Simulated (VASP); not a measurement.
Output of a VASP run:

**OUTCAR**
```
 ion  position               nearest neighbor table
   1  0.863  0.637  0.363-   5 2.26   7 2.35   6 2.35   8 2.35   6 2.50   8 2.50   7 2.50   2 2.74
                             4 2.74   3 2.74   3 2.74   2 2.74   4 2.74
   2  0.363  0.863  0.637-   6 2.26   7 2.35   8 2.35   5 2.35   8 2.50   5 2.50   7 2.50   1 2.74
                             3 2.74   4 2.74   3 2.74   1 2.74   4 2.74
   3  0.137  0.137  0.137-   7 2.26   6 2.35   5 2.35   8 2.35   8 2.50   5 2.50   6 2.50   2 2.74
                             4 2.74   1 2.74   2 2.74   1 2.74   4 2.74
   4  0.637  0.363  0.863-   8 2.26   7 2.35   5 2.35   6 2.35   5 2.50   6 2.50   7 2.50   1 2.74
                             1 2.74   2 2.74   2 2.74   3 2.74   3 2.74
   5  0.155  0.345  0.655-   1 2.26   3 2.35   4 2.35   2 2.35   4 2.50   2 2.50   3 2.50   7 2.76
                             6 2.76   8 2.76   7 2.76   6 2.76   8 2.76
   6  0.655  0.155  0.345-   2 2.26   3 2.35   1 2.35   4 2.35   1 2.50   4 2.50   3 2.50   7 2.76
                             5 2.76   8 2.76   7 2.76   8 2.76   5 2.76
   7  0.845  0.845  0.845-   3 2.26   2 2.35   1 2.35   4 2.35   4 2.50   1 2.50   2 2.50   5 2.76
                             6 2.76   8 2.76   6 2.76   8 2.76   5 2.76
   8  0.345  0.655  0.155-   4 2.26   3 2.35   2 2.35   1 2.35   2 2.50   1 2.50   3 2.50   7 2.76
                             6 2.76   5 2.76   7 2.76   6 2.76   5 2.76
  LATTYP: Found a simple cubic cell.
 ALAT       =     4.4697006769
 Subroutine PRICEL returns:
 Original cell was already a primitive cell.
 Subroutine GETGRP returns: Found 12 space group operations
The static configuration has the point symmetry C_3 .
 The point group associated with its full space group is T   .
The dynamic configuration has the point symmetry C_3 .
The overall configuration has the point symmetry C_3 .
 Subroutine INISYM returns: Found 12 space group operations
 Subroutine IBZKPT returns following result:
 Found     24 irreducible k-points:

 Following reciprocal coordinates:
            Coordinates               Weight
  0.000000  0.000000  0.000000      1.000000
  0.166667  0.000000  0.000000      6.000000
  0.333333  0.000000  0.000000      6.000000
  0.500000  0.000000  0.000000      3.000000
  0.166667  0.166667  0.000000     12.000000
  0.333333  0.166667  0.000000     12.000000
 -0.166667  0.333333  0.000000     12.000000
  0.500000  0.166667  0.000000      6.000000
 -0.166667  0.500000  0.000000      6.000000
  0.333333  0.333333  0.000000     12.000000
  0.500000  0.333333  0.000000      6.000000
 -0.333333  0.500000  0.000000      6.000000
  0.500000  0.500000  0.000000      3.000000
  0.166667  0.166667  0.166667      8.000000
  0.333333  0.166667  0.166667     24.000000
  0.500000  0.166667  0.166667     12.000000
  0.333333  0.333333  0.166667     24.000000
  0.500000  0.333333  0.166667     12.000000
 -0.333333  0.500000  0.166667     12.000000
  0.500000  0.500000  0.166667      6.000000
  0.333333  0.333333  0.333333      8.000000
  0.500000  0.333333  0.333333     12.000000
  0.500000  0.500000  0.333333      6.000000
  0.500000  0.500000  0.500000      1.000000
   k-points           NKPTS =     24   k-points in BZ     NKDIM =     24   number of bands    NBANDS=     42
   number of dos      NEDOS =    301   number of ions     NIONS =      8
   total plane-waves  NPLWV =  27000
   dimension x,y,z NGX =    30 NGY =   30 NGZ =   30
   dimension x,y,z NGXF=    60 NGYF=   60 NGZF=   60
   ions per type =               4   4
   PREC   = accura    normal or accurate (medium, high low for compatibility)
   ISTART =      0    job   : 0-new  1-cont  2-samecut
   ICHARG =      2    charge: 1-file 2-atom 10-const
   ISPIN  =      2    spin polarized calculation?
   LNONCOLLINEAR =      F non collinear calculations
   LSORBIT =      F    spin-orbit coupling
   INIWAV =      1    electr: 0-lowe 1-rand  2-diag
   ENCUT  =  400.0 eV  29.40 Ry    5.42 a.u.   7.29  7.29  7.29*2*pi/ulx,y,z
   NELM   =    100;   NELMIN=  2; NELMDL= -5     # of ELM steps
   EDIFF  = 0.1E-05   stopping-criterion for ELM
   LREAL  =      F    real-space projection
   NLSPLINE    = F    spline interpolate recip. space projectors
   LMAXMIX     =    4 max onsite mixed and CHGCAR
   VOSKOWN=      0    Vosko Wilk Nusair interpolation
   EDIFFG = -.2E-01   stopping-criterion for IOM
   NSW    =     60    number of steps for IOM
   NBLOCK =      1;   KBLOCK =     60    inner block; outer block
   IBRION =      2    ionic relax: 0-MD 1-quasi-New 2-CG
...
```

OSZICAR:
```
...
DAV:   3    -0.966862805838E+02    0.27025E+00   -0.14512E+00  4488   0.892E+00    0.703E-01
DAV:   4    -0.966860947171E+02    0.18587E-03   -0.60768E-02  4848   0.118E+00    0.535E-01
DAV:   5    -0.966836882015E+02    0.24065E-02   -0.58615E-03  4306   0.601E-01    0.140E-01
DAV:   6    -0.966836527281E+02    0.35473E-04   -0.61516E-04  4866   0.152E-01    0.734E-02
DAV:   7    -0.966836329460E+02    0.19782E-04   -0.95731E-05  4226   0.848E-02    0.297E-02
DAV:   8    -0.966836212775E+02    0.11669E-04   -0.29215E-05  4282   0.367E-02    0.951E-03
DAV:   9    -0.966836241635E+02   -0.28860E-05   -0.30400E-06  3574   0.121E-02    0.390E-03
DAV:  10    -0.966836264701E+02   -0.23066E-05   -0.36949E-07  2104   0.491E-03    0.162E-03
DAV:  11    -0.966836281804E+02   -0.17104E-05   -0.21631E-07  2080   0.281E-03    0.660E-04
DAV:  12    -0.966836281704E+02    0.10024E-07   -0.77519E-08  2070   0.194E-03
   2 F= -.96683628E+02 E0= -.96682352E+02  d E =0.109712E-02  mag=     3.9801
       N       E                     dE             d eps       ncg     rms          rms(c)
DAV:   1    -0.967780091973E+02   -0.94381E-01   -0.14096E+00  4098   0.116E+01    0.291E+00
DAV:   2    -0.967562415855E+02    0.21768E-01   -0.16898E+00  4476   0.954E+00    0.244E+00
DAV:   3    -0.966886777175E+02    0.67564E-01   -0.38112E-01  4474   0.467E+00    0.387E-01
DAV:   4    -0.966886319870E+02    0.45731E-04   -0.13861E-02  4598   0.548E-01    0.268E-01
DAV:   5    -0.966879267544E+02    0.70523E-03   -0.15609E-03  4348   0.321E-01    0.668E-02
DAV:   6    -0.966879565465E+02   -0.29792E-04   -0.12040E-04  4820   0.649E-02    0.445E-02
DAV:   7    -0.966879750095E+02   -0.18463E-04   -0.36476E-05  4156   0.524E-02    0.115E-02
DAV:   8    -0.966879810682E+02   -0.60586E-05   -0.80750E-06  3732   0.230E-02    0.304E-03
DAV:   9    -0.966879790928E+02    0.19754E-05   -0.69932E-07  2106   0.527E-03    0.184E-03
DAV:  10    -0.966879784456E+02    0.64716E-06   -0.23384E-07  2068   0.377E-03
   3 F= -.96687978E+02 E0= -.96686585E+02  d E =-.325315E-02  mag=     3.9847
       N       E                     dE             d eps       ncg     rms          rms(c)
DAV:   1    -0.966880699263E+02   -0.90833E-04   -0.13851E-03  4108   0.365E-01    0.912E-02
DAV:   2    -0.966880444484E+02    0.25478E-04   -0.16804E-03  4478   0.301E-01    0.770E-02
DAV:   3    -0.966879745254E+02    0.69923E-04   -0.37558E-04  4476   0.146E-01    0.119E-02
DAV:   4    -0.966879770497E+02   -0.25243E-05   -0.14299E-05  4134   0.178E-02    0.859E-03
DAV:   5    -0.966879753695E+02    0.16802E-05   -0.14258E-06  2060   0.101E-02    0.195E-03
DAV:   6    -0.966879760489E+02   -0.67946E-06   -0.37222E-07  2040   0.284E-03
   4 F= -.96687976E+02 E0= -.96686579E+02  d E =-.325076E-02  mag=     3.9849
       N       E                     dE             d eps       ncg     rms          rms(c)
DAV:   1    -0.966867080290E+02    0.12673E-02   -0.79969E-02  5280   0.634E+00    0.159E-01
DAV:   2    -0.966883242594E+02   -0.16162E-02   -0.17203E-02  4148   0.929E-01    0.696E-02
DAV:   3    -0.966883574549E+02   -0.33195E-04   -0.53301E-04  4656   0.201E-01    0.478E-02
DAV:   4    -0.966883501672E+02    0.72877E-05   -0.27413E-05  4890   0.418E-02    0.313E-02
DAV:   5    -0.966883433001E+02    0.68671E-05   -0.12927E-05  4950   0.446E-02    0.152E-02
DAV:   6    -0.966883451570E+02   -0.18569E-05   -0.35327E-06  3320   0.162E-02    0.329E-03
DAV:   7    -0.966883458910E+02   -0.73406E-06   -0.36518E-07  2086   0.606E-03
   5 F= -.96688346E+02 E0= -.96686982E+02  d E =-.369842E-03  mag=     3.9852
```

### OUTCAR
```
------------------------ aborting loop because EDIFF is reached ----------------------------------------
  FORCE on cell =-STRESS in cart. coord.  units (eV):
  Direction    XX          YY          ZZ          XY          YZ          ZX
  --------------------------------------------------------------------------------------
  Total        0.0067522      0.0067522      0.0067522      0.0000000      0.0000000      0.0000000
  in kB        0.1204089      0.1204089      0.1204089      0.0000000      0.0000000      0.0000000
  external PRESSURE =       0.1204089 kB  Pullay stress =       0.0000000 kB
  volume of cell :       89.85
      direct lattice vectors                 reciprocal lattice vectors
     4.478847006 -0.000000000 -0.000000000     0.223271748  0.000000000 -0.000000000
    -0.000000000  4.478847006  0.000000000     0.000000000  0.223271748 -0.000000000
     0.000000000  0.000000000  4.478847006     0.000000000  0.000000000  0.223271748
 POSITION                                       TOTAL-FORCE (eV/Angst)
 -----------------------------------------------------------------------------------
      3.86658      2.85169      1.62716        -0.003109      0.003109     -0.003109
      1.62716      3.86658      2.85169        -0.003109     -0.003109      0.003109
      0.61227      0.61227      0.61227         0.003109      0.003109      0.003109
      2.85169      1.62716      3.86658         0.003109     -0.003109     -0.003109
      0.69049      1.54894      2.92991        -0.001386      0.001386     -0.001386
      2.92991      0.69049      1.54894        -0.001386     -0.001386      0.001386
      3.78836      3.78836      3.78836         0.001386      0.001386      0.001386
      1.54894      2.92991      0.69049         0.001386     -0.001386     -0.001386
 -----------------------------------------------------------------------------------
    total drift:                                0.000002      0.000004      0.000000
  FREE ENERGIE OF THE ION-ELECTRON SYSTEM (eV)
  ---------------------------------------------------
  free  energy   TOTEN  =       -96.6883458910 eV

  energy  without entropy=      -96.6842539151  energy(sigma->0) =      -96.68698190

 total charge

# of ion       s       p       d       tot
------------------------------------------
    1        0.368   6.422   5.294  12.084
    2        0.368   6.422   5.294  12.084
    3        0.368   6.422   5.294  12.084
    4        0.368   6.422   5.294  12.084
    5        0.733   0.933   0.000   1.665
    6        0.733   0.933   0.000   1.665
    7        0.733   0.933   0.000   1.665
    8        0.733   0.933   0.000   1.665
--------------------------------------------------
tot          4.404  29.418  21.175  54.997

 magnetization (x)

# of ion       s       p       d       tot
------------------------------------------
    1       -0.001   0.006   1.116   1.121
    2       -0.001   0.006   1.116   1.121
    3       -0.001   0.006   1.116   1.121
    4       -0.001   0.006   1.116   1.121
    5       -0.019  -0.054   0.000  -0.073
    6       -0.019  -0.054   0.000  -0.073
    7       -0.019  -0.054   0.000  -0.073
    8       -0.019  -0.054   0.000  -0.073
--------------------------------------------------
tot         -0.080  -0.193   4.464   4.191

 reached required accuracy - stopping structural energy minimisation
```
(Selected blocks of OUTCAR.)

**POSCAR**
```
MnSi
1
    4.4697006769     0.0000000000    -0.0000000000
    0.0000000000     4.4697006769     0.0000000000
   -0.0000000000     0.0000000000     4.4697006769
Mn Si
4 4
Direct
  0.8630116513   0.6369883487   0.3630116513
  0.3630116513   0.8630116513   0.6369883487
  0.1369883487   0.1369883487   0.1369883487
  0.6369883487   0.3630116513   0.8630116513
  0.1547527064   0.3452472936   0.6547527064
  0.6547527064   0.1547527064   0.3452472936
  0.8452472936   0.8452472936   0.8452472936
  0.3452472936   0.6547527064   0.1547527064
```

Question: Write an INCAR and KPOINTS that could have produced this output.

Answer: One answer among several that fit: the input of the run itself, r2SCAN meta-GGA, plane waves, VASP's PBE PAW potentials (set 64).

**INCAR**
```
ISPIN = 2
MAGMOM = 4*1.2 4*0.0
NSW = 60
LASPH = T
LMAXMIX = 4
LWAVE = F
LORBIT = 10
ENCUT = 400   ! plane-wave cut-off (eV)
LCHARG = F
METAGGA = R2SCAN
ISMEAR = 1   ! Methfessel-Paxton
EDIFFG = -0.02
EDIFF = 1E-6   ! SCF stop (eV)
SIGMA = 0.1
SYSTEM = MnSi
LREAL = F
LMIXTAU = T
ALGO = Normal
IBRION = 2   ! conjugate gradients
NELM = 100   ! most electronic steps
PREC = Accurate
ISIF = 3   ! ions, shape and volume
```

File KPOINTS:
```
Automatic mesh
0
Gamma
6 6 6
0 0 0
```

POTCAR, in this order: Mn_pv Si (PBE.64 set). Program: vasp_std.

The moments were started parallel, and other spin orders were not tried in this run.

The compound is MnSi in the B20 structure. This run relaxes it. Symmetry was kept, so distortions that lower it aren't found. The start is the result of an earlier pass.
